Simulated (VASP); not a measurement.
Level of theory: PBE GGA, VASP's PBE PAW potentials (set 64) (plane waves; VASP).

Input for VASP

**INCAR**
```
ALGO = Normal
EDIFF = 1E-6
ENCUT = 400
GGA = PE
ISIF = 2
ISMEAR = 1
LASPH = T
LCHARG = F
LMAXMIX = 4
LREAL = F
LWAVE = F
NELM = 100
PREC = Accurate
SIGMA = 0.3
SYSTEM = CdS
```

**KPOINTS**
```
Automatic mesh
0
Gamma
7 7 4
0 0 0
```

**POSCAR**
```
CdS
1
    2.0700000000    -3.5853450000     0.0000000000
    2.0700000000     3.5853450000     0.0000000000
    0.0000000000     0.0000000000     6.7200000000
Cd S
2 2
Direct
  0.6666670000   0.3333330000   0.5000000000
  0.3333330000   0.6666670000   0.0000000000
  0.6666670000   0.3333330000   0.8770000000
  0.3333330000   0.6666670000   0.3770000000
```

POTCAR, in this order: Cd S (PBE.64 set). Program: vasp_std.

Q: Estimate the energy per atom (σ→0), pressure.

A: 
| Property | Result |
|---|---|
| energy per atom (σ→0) | -3.063 eV/atom |
| pressure | 2.46 GPa |

### OSZICAR
```
...
DAV:   8    -0.122495029825E+02    0.53157E-02   -0.13573E-01  1230   0.394E+00    0.590E-01
DAV:   9    -0.122477491973E+02    0.17538E-02   -0.24421E-02  1276   0.208E+00    0.189E-01
DAV:  10    -0.122478056972E+02   -0.56500E-04   -0.19227E-03  1204   0.512E-01    0.115E-01
DAV:  11    -0.122478831669E+02   -0.77470E-04   -0.21981E-04  1274   0.108E-01    0.112E-01
DAV:  12    -0.122479497195E+02   -0.66553E-04   -0.21688E-04  1176   0.848E-02    0.365E-02
DAV:  13    -0.122479597563E+02   -0.10037E-04   -0.40054E-05  1182   0.405E-02    0.198E-02
DAV:  14    -0.122479593406E+02    0.41577E-06   -0.40044E-06  1134   0.117E-02
   1 F= -.12247959E+02 E0= -.12250187E+02  d E =0.668334E-02
```

The compound is CdS in the wurtzite structure. The cell was not relaxed at this level. The run is one of a series of settings (ISMEAR = 1, SIGMA = 0.3 against the base run), some of them coarse on purpose.
